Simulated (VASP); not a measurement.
# BIr (P-6m2) in VASP: single point with LDA

Aim: the single point of BIr with LDA.

All numbers are computed with VASP 6.6.1; they aren't measurements. Logs are shortened: lines on timing, memory, paths and dates and some standing lists are left out, and cuts for length are marked.

**1. Starting point**

Symmetry: P-6m2, No. 187, hexagonal system. Conventional cell: a = 3.042 Å, b = 3.042 Å, c = 2.703 Å, α = 90.00°, β = 90.00°, γ = 120.00°. B (site symmetry -6m2) has 6 Ir at 2.22 Å as nearest neighbours. Around Ir (site symmetry -6m2) lie 6 B at 2.22 Å.

The cell comes from a database or a generator and needn't be the stable form of this composition.

**2. Single point, LDA**

The input, INCAR:

```
SYSTEM = BIr
PREC     = Accurate       ! precision mode
ENCUT    = 520            ! plane-wave cutoff, eV
EDIFF    = 1E-6           ! SCF threshold, eV
ISMEAR   = 0              ! smearing method
SIGMA    = 0.1            ! smearing width, eV
LREAL    = .False.        ! projectors in reciprocal space
LASPH    = .True.         ! aspherical terms in the spheres
NELM     = 100            ! most SCF steps
ALGO     = Normal         ! electronic algorithm
ISIF     = 2              ! what is computed and relaxed
LWAVE    = .False.        ! write WAVECAR
LCHARG   = .True.         ! write CHGCAR
GGA      = CA             ! functional
LELF     = .True.         ! ELF
LVHAR    = .True.       
NBANDS   = 13             ! bands
```

The input, KPOINTS:

```
regular mesh
0
Gamma
  6 6 6
  0 0 0
```

The input, POSCAR:

```
BIr
1.0
    3.0421080792      0.0000000000      0.0000000000
   -1.5210540396      2.6345428776      0.0000000000
    0.0000000000      0.0000000000      2.7029723100
B Ir
1 1
Direct
    0.3333333300      0.6666666700      0.5000000000
    0.0000000000      0.0000000000      0.0000000000
```

Potentials or basis: VASP PAW LDA potentials, release 64 (B, Ir).

Started as:

```sh
$ cat potpaw_LDA.64/B/POTCAR potpaw_LDA.64/Ir/POTCAR > POTCAR
$ mpirun -np 1 vasp_std > vasp.out
```

OUTCAR:

```text
SYSTEM = BIr
   PREC = Accurate
   ENCUT = 520
   EDIFF = 1E-6
   ISMEAR = 0
   LREAL = .False.
   LASPH = .True.
   NELM = 100
   ISIF = 2
   GGA = CA

 ion  position               nearest neighbor table
   1  0.333  0.667  0.500-   2 2.22   2 2.22   2 2.22   2 2.22   2 2.22   2 2.22
   2  0.000  0.000  0.000-   1 2.22   1 2.22   1 2.22   1 2.22   1 2.22   1 2.22

  LATTYP: Found a hexagonal cell.
 ALAT       =     3.0421080792
 C/A-ratio  =     0.8885194870

  Lattice vectors:

 A1 = (   3.0421080792,   0.0000000000,   0.0000000000)
 A2 = (  -1.5210540396,   2.6345428776,   0.0000000000)
 A3 = (   0.0000000000,   0.0000000000,   2.7029723100)

Analysis of symmetry for initial positions (statically):
=====================================================================
 Subroutine PRICEL returns:
 Original cell was already a primitive cell.

 Routine SETGRP: Setting up the symmetry group for a
 hexagonal supercell.

 Subroutine GETGRP returns: Found 12 space group operations
 (whereof 12 operations were pure point group operations)
 out of a pool of 24 trial point group operations.

The static configuration has the point symmetry D_3h.

Analysis of symmetry for dynamics (positions and initial velocities):
=====================================================================
 Subroutine PRICEL returns:
 Original cell was already a primitive cell.

 Routine SETGRP: Setting up the symmetry group for a
 hexagonal supercell.

 Subroutine GETGRP returns: Found 12 space group operations
 (whereof 12 operations were pure point group operations)
 out of a pool of 24 trial point group operations.

The dynamic configuration has the point symmetry D_3h.

 Subroutine INISYM returns: Found 12 space group operations
 (whereof 12 operations are pure point group operations),
 and found     1 'primitive' translations

----------------------------------------------------------------------------------------

                                     Primitive cell

  volume of cell :      21.6631

  direct lattice vectors                    reciprocal lattice vectors
     3.042108079  0.000000000  0.000000000     0.328719419  0.189786245  0.000000000
    -1.521054040  2.634542878  0.000000000     0.000000000  0.379572490  0.000000000
     0.000000000  0.000000000  2.702972310     0.000000000  0.000000000  0.369963094

  length of vectors
     3.042108079  3.042108079  2.702972310     0.379572490  0.379572490  0.369963094

  position of ions in fractional coordinates (direct lattice)
     0.333333330  0.666666670  0.500000000
     0.000000000  0.000000000  0.000000000

  ion indices of the primitive-cell ions
   primitive index   ion index
                 1           1
                 2           2

----------------------------------------------------------------------------------------

 KPOINTS: regular mesh

Automatic generation of k-mesh.
 Grid dimensions read from file:
 generate k-points for:    6    6    6

 Generating k-lattice:

  Cartesian coordinates                     Fractional coordinates (reciprocal lattice)
     0.054786570  0.031631041  0.000000000     0.166666667 -0.000000000  0.000000000
     0.000000000  0.063262082  0.000000000     0.000000000  0.166666667  0.000000000
     0.000000000  0.000000000  0.061660516     0.000000000  0.000000000  0.166666667

  Length of vectors
     0.063262082  0.063262082  0.061660516

  Shift w.r.t. Gamma in fractional coordinates (k-lattice)
     0.000000000  0.000000000  0.000000000

 Subroutine IBZKPT returns following result:
 ===========================================

 Found     28 irreducible k-points:

 Following reciprocal coordinates:
            Coordinates               Weight
  0.000000  0.000000  0.000000      1.000000
  0.166667  0.000000  0.000000      6.000000
  0.333333  0.000000  0.000000      6.000000
  0.500000  0.000000  0.000000      3.000000
  0.166667  0.166667  0.000000      6.000000
  0.333333  0.166667  0.000000     12.000000
[... 16 lines left out ...]
  0.166667  0.000000  0.500000      6.000000
  0.333333  0.000000  0.500000      6.000000
 [... further k-points ...]
   k-points           NKPTS =     28   k-points in BZ     NKDIM =     28   number of bands    NBANDS=     13
   number of dos      NEDOS =    301   number of ions     NIONS =      2
   total plane-waves  NPLWV =  11520
   dimension x,y,z NGX =    24 NGY =   24 NGZ =   20
   dimension x,y,z NGXF=    48 NGYF=   48 NGZF=   40
   ions per type =               1   1
   NGX,Y,Z   is equivalent  to a cutoff of  13.12, 13.12, 12.30 a.u.
   NGXF,Y,Z  is equivalent  to a cutoff of  26.23, 26.23, 24.60 a.u.
 SYSTEM =  BIr
   PREC   = accura    normal or accurate (medium, high low for compatibility)
   ISTART =      0    job   : 0-new  1-cont  2-samecut
   ICHARG =      2    charge: 1-file 2-atom 10-const
   ISPIN  =      1    spin polarized calculation?
   LNONCOLLINEAR =      F non collinear calculations
   LSORBIT =      F    spin-orbit coupling
   LASPH  =      T    aspherical Exc in radial PAW
   ENCUT  =  520.0 eV  38.22 Ry    6.18 a.u.   5.66  5.66  5.03*2*pi/ulx,y,z
   NELM   =    100;   NELMIN=  2; NELMDL= -5     # of ELM steps
   EDIFF  = 0.1E-05   stopping-criterion for ELM
   LREAL  =      F    real-space projection
   EDIFFG = 0.1E-04   stopping-criterion for IOM
   NSW    =      0    number of steps for IOM
   IBRION =     -1    ionic relax: 0-MD 1-quasi-New 2-CG
   NFREE  =      0    steps in history (QN), initial steepest desc. (CG)
   ISIF   =      2    stress and relaxation
   ISYM   =      2    0-nonsym 1-usesym 2-fastsym
   POTIM  = 0.5000    time-step for ionic-motion
   TEBEG  =    0.0;   TEEND  =   0.0 temperature during run
   PSTRESS=    0.0 pullay stress
   NELECT =      12.0000    total number of electrons
   NUPDOWN=      -1.0000    fix difference up-down
   EMIN   =  10.00;   EMAX   =-10.00  energy-range for DOS
   EFERMI =   0.00;   METHOD = LEGACY
   ISMEAR =     0;   SIGMA  =   0.10  broadening in eV -4-tet -1-fermi 0-gaus
   EFERMI_NEDOS =   21; number of points for ismear=-14 and -15
   IALGO  =     38    algorithm
   IMIX   =      4    mixing-type and parameters
     AMIX     =   0.40;   BMIX     =  1.00
     AMIX_MAG =   1.60;   BMIX_MAG =  1.00
  volume/ion in A,a.u.               =      10.83        73.10
  Fermi-wavevector in a.u.,A,eV,Ry     =   1.344502  2.540740 24.595051  1.807685
  Thomas-Fermi vector in A             =   2.472490
   LORBIT       =      0    0 simple, 1 ext, 2 COOP (PROOUT), +10 PAW based schemes
   GGA     = CA    functional components
   LHFCALC =     F    Hartree Fock is set to
   AEXX    =    0.0000 exact exchange contribution
   IVDW    =     0    specifies the selected vdW correction
   LEPSILON=     F    determine dielectric tensor
   LRPA    =     F    only Hartree local field effects (RPA)
 non-spin polarized calculation
 Gauss-broadening in eV      SIGMA  =   0.10
  energy-cutoff  :      520.00
  volume of cell :       21.66
 maximum number of plane-waves:       594
 NGX is ok and might be reduce to    24
   NGX = 11   NGY = 11   NGZ = 11

 number of electron      12.0000001 magnetization

 Free energy of the ion-electron system (eV)
  ---------------------------------------------------
  ext. energy  EPLUGINS =         0.00000000
  ---------------------------------------------------
  free energy    TOTEN  =       -18.12959200 eV

  energy without entropy =      -18.12279779  energy(sigma->0) =      -18.12619489

 E-fermi :   9.1756     XC(G=0): -13.2810

 val. band max:        9.1121724567   @ k =   0.3333   0.1667   0.3333
 cond. band min:       9.2308455216   @ k =   0.3333   0.1667   0.5000
 fundamental gap:      0.1186730648
 Fermi energy:         9.1756357823

 k-point     1 :       0.0000    0.0000    0.0000
  band No.  band energies     occupation
      1      -3.9738      2.00000
      2       2.7573      2.00000
      3       4.1209      2.00000
      4       4.1209      2.00000
      5       8.1046      2.00000
      6       8.1046      2.00000
      7      11.8497      0.00000
      8      14.8271      0.00000
      9      14.8271      0.00000
     10      17.4664      0.00000
     11      23.1803      0.00000
     12      23.1803      0.00000
     13      23.7046      0.00000

 k-point     2 :       0.1667    0.0000    0.0000
  band No.  band energies     occupation
      1      -3.3445      2.00000
      2       2.7654      2.00000
      3       3.7702      2.00000
      4       4.6970      2.00000
      5       7.0583      2.00000
      6       8.0032      2.00000
      7      13.2722      0.00000
      8      13.3383      0.00000
      9      13.7554      0.00000
     10      18.8411      0.00000
     11      21.8741      0.00000
     12      24.7991      0.00000
     13      25.5788      0.00000

 k-point     3 :       0.3333    0.0000    0.0000
  band No.  band energies     occupation
      1      -1.7853      2.00000
      2       2.1592      2.00000
      3       3.7858      2.00000
      4       5.8212      2.00000
      5       6.2274      2.00000
      6       7.8072      2.00000
      7      10.6543      0.00000
      8      11.6908      0.00000
      9      15.4328      0.00000
     10      20.3872      0.00000
     11      22.6968      0.00000
     12      24.1665      0.00000
     13      27.7085      0.00000
[... 305 lines left out ...]
 k-point    23 :       0.1667    0.0000    0.5000
  band No.  band energies     occupation
      1       0.9096      2.00000
      2       0.9490      2.00000
      3       4.2600      2.00000
      4       5.1960      2.00000
      5       5.4286      2.00000
      6       6.3590      2.00000
      7      10.9361      0.00000
      8      13.7188      0.00000
      9      14.6859      0.00000
     10      19.7388      0.00000
     11      22.9870      0.00000
     12      25.2147      0.00000
     13      26.3902      0.00000

 k-point    24 :       0.3333    0.0000    0.5000
  band No.  band energies     occupation
      1       0.1594      2.00000
      2       2.0071      2.00000
      3       3.5709      2.00000
      4       5.7458      2.00000
      5       5.9462      2.00000
      6       7.7095      2.00000
      7      10.8228      0.00000
      8      14.2978      0.00000
      9      16.4029      0.00000
     10      17.6260      0.00000
     11      21.0079      0.00000
     12      23.4150      0.00000
     13      24.8002      0.00000

 [... further k-points ...]
[... 5 lines left out ...]
  --------------------------------------------------------------------------------------
  -------------------------------------------------------------------------------------
  Total       -1.0897347     -1.0897347     -1.0812205      0.0000000      0.0000000      0.0000000
  in kB      -80.5953293    -80.5953293    -79.9656236      0.0000000      0.0000000      0.0000000
  external PRESSURE =     -80.3854274 kB  Pullay stress =       0.0000000 kB

 VOLUME and BASIS-vectors are now :
 -----------------------------------------------------------------------------
  energy-cutoff  :      520.00
  volume of cell :       21.66
      direct lattice vectors                 reciprocal lattice vectors
     3.042108079  0.000000000  0.000000000     0.328719419  0.189786245  0.000000000
    -1.521054040  2.634542878  0.000000000     0.000000000  0.379572490  0.000000000
     0.000000000  0.000000000  2.702972310     0.000000000  0.000000000  0.369963094

 POSITION                                       TOTAL-FORCE (eV/Angst)
 -----------------------------------------------------------------------------------
     -0.00000      1.75636      1.35149        -0.000000      0.000000      0.000000
      0.00000      0.00000      0.00000         0.000000      0.000000      0.000000
 -----------------------------------------------------------------------------------
    total drift:                                0.000001     -0.000000      0.000000

  FREE ENERGIE OF THE ION-ELECTRON SYSTEM (eV)
  ---------------------------------------------------
  free  energy   TOTEN  =       -18.1295919982 eV

  energy  without entropy=      -18.1227977907  energy(sigma->0) =      -18.12619489
```

Wall time 3 s (1 thread of Intel Xeon 6975P-C (Granite Rapids), shared host); peak memory 0.13 GiB.

Results:

```
Free energy            : -18.1296 eV
Pressure               : -8.0 GPa
Band gap on the k mesh : none (metal or under the smearing width)
```

Levels at points of the mesh, in eV from the Fermi level:
| k point | band 4 | band 5 | band 6 | band 7 | band 8 | band 9 |
| --- | --- | --- | --- | --- | --- | --- |
| (0.00, 0.00, 0.00) | -5.05 | -1.07 | -1.07 | 2.67 | 5.65 | 5.65 |
| (0.50, 0.00, 0.00) | -3.81 | -1.60 | -1.46 | 0.34 | 1.03 | 7.09 |
| (0.00, 0.00, 0.50) | -4.50 | -3.38 | -3.38 | 1.65 | 4.62 | 4.62 |
| (0.50, 0.00, 0.50) | -3.31 | -0.97 | -0.61 | 0.42 | 5.95 | 5.99 |

Caveat: the k mesh is coarse (spacing up to 0.40 Å⁻¹), so the values aren't converged. Spin-orbit coupling is left out, which matters for the levels of Ir.
